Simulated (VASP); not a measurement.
Runs of VASP 6.6.1 on TaAs. The structure is tetragonal, space group I4_1md (No. 109). The conventional cell has a = 3.444 Å, b = 3.444 Å, c = 11.736 Å, α = 90.00°, β = 90.00°, γ = 90.00°. Ta (site symmetry 2mm) is surrounded by 6 As at 2.61 to 2.62 Å. As (site symmetry 2mm) is surrounded by 6 Ta at 2.61 to 2.62 Å. The cell is a database's computed one.

| level | potentials or basis | k mesh | cutoff (eV) | gap on the mesh (eV) | pressure (GPa) | largest force (eV/Å) |
| --- | --- | --- | --- | --- | --- | --- |
| PBEsol | VASP PAW PBE potentials, release 64 (Ta, As) | 13 × 13 × 13 | 500 | none | -3.9 | 0.02 |
| PBEsol | VASP PAW PBE potentials, release 64 (Ta_pv, As) | 13 × 13 × 13 | 700 | none | (a) | 0.02 |
| PBE | VASP PAW PBE potentials, release 64 (Ta_pv, As) | 13 × 13 × 13 | 520 | none | (b) | 0.02 |
| r2SCAN | VASP PAW PBE potentials, release 64 (Ta_pv, As) | 13 × 13 × 13 | 520 | none | 0.0 | - |
| PBEsol | VASP PAW PBE potentials, release 64 (Ta_pv, As_d) | 13 × 13 × 13 | 600 | none | -3.5 | 0.02 |
| PBEsol | VASP PAW PBE potentials, release 64 (Ta_pv, As) | 19 × 19 × 19 | 520 | none | -3.3 | 0.02 |

Alike in all rows: task electric field gradients; no spin polarisation; cell as given; smearing fermi-dirac 0.05 eV.

Fill in the values left out.

(a) -3.2; (b) 2.6.

Caveats: the PAW data sets were made with another functional, which shifts forces and pressure a little (some runs).

A k mesh can miss the band edges, and the runs leave out spin-orbit coupling on As, Ta.

A gap of «none» marks a metal or a gap under the smearing width.

Not every run made on this cell is shown here.
